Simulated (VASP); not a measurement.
Calculation: PBEsol GGA, VASP's PBE PAW potentials (set 64) (plane waves; VASP).

VASP ran on this input.

POSCAR:
```
CsCl
1
    0.0000000000     3.9952640000     3.9952640000
    3.9952640000     0.0000000000     3.9952640000
    3.9952640000     3.9952640000     0.0000000000
Cs Cl
1 1
Direct
  0.0000000000   0.0000000000   0.0000000000
  0.2500000000   0.2500000000   0.2500000000
```

### KPOINTS
```
Automatic mesh
0
Gamma
5 5 5
0 0 0
```

**INCAR**
```
! general
SYSTEM =CsCl
PREC   =Accurate
ENCUT  =400   ! plane-wave cut-off (eV)
LREAL  =.FALSE.   ! projection in real space or not
LASPH  =.TRUE.   ! aspherical one-centre terms

! electronic loop
EDIFF  =1E-6
NELM   =100
ALGO   =Normal
LMAXMIX=4   ! l cut-off of mixed one-centre charges

! smearing
ISMEAR =0
SIGMA  =0.05   ! width (eV)

! functional
GGA    =PS

! ions
IBRION =2   ! conjugate gradients
NSW    =60
ISIF   =3
EDIFFG =-0.01

! output
LWAVE  =.FALSE.
LCHARG =.FALSE.
```

POTCAR, in this order: Cs_sv Cl (PBE.64 set). Program: vasp_std.

Energy and stress use the plane-wave basis of the starting cell.

Question: Predict the energy per atom (σ→0), volume per atom.

Answer: 
- energy per atom (σ→0) = -3.338 eV/atom
- volume per atom = 56.13 Å³/atom

File OSZICAR:
```
...
DAV:   2    -0.667919171891E+01    0.19053E-01   -0.34946E-02   240   0.112E+00    0.263E-01
DAV:   3    -0.667575767894E+01    0.34340E-02   -0.90988E-03   240   0.559E-01    0.146E-01
DAV:   4    -0.667552533284E+01    0.23235E-03   -0.82659E-04   288   0.184E-01    0.364E-02
DAV:   5    -0.667552806510E+01   -0.27323E-05   -0.44165E-05   264   0.447E-02    0.195E-02
DAV:   6    -0.667553476676E+01   -0.67017E-05   -0.36080E-06   248   0.181E-02    0.382E-03
DAV:   7    -0.667553600944E+01   -0.12427E-05   -0.48474E-07   192   0.627E-03    0.175E-03
DAV:   8    -0.667553583941E+01    0.17003E-06   -0.41334E-07   176   0.538E-03
   4 F= -.66755358E+01 E0= -.66755358E+01  d E =-.468213E-01
```

The structure was generated: CsCl was put into the zinc blende type (F-43m), which need not be its known phase. This run relaxes it. Symmetry was kept, so distortions that lower it aren't found.
